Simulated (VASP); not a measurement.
```
CELL_PARAMETERS angstrom
      0.00000     3.31421     3.31421
      3.31421     0.00000     3.31421
      3.31421     3.31421     0.00000
ATOMIC_POSITIONS crystal
  Cd 0.00000 0.00000 0.00000
  Te 0.25000 0.25000 0.25000
```

Computed with r2SCAN meta-GGA, VASP's PBE PAW potentials (set 64) (plane waves; VASP). Run with 520 eV cut-off, 7×7×7 Γ-centred mesh, Gaussian smearing of 0.050 eV, potentials Cd Te.

Problem. Give the stress tensor in GPa (positive for a compressed cell).

Solution. 
```
-1.12   0.00   0.00
 0.00  -1.12   0.00
 0.00   0.00  -1.12
```
The pressure is its mean diagonal, -1.12 GPa.

The compound is CdTe in the zinc blende structure. This cell is one point of a volume scan, at 1.03 of the reference volume.
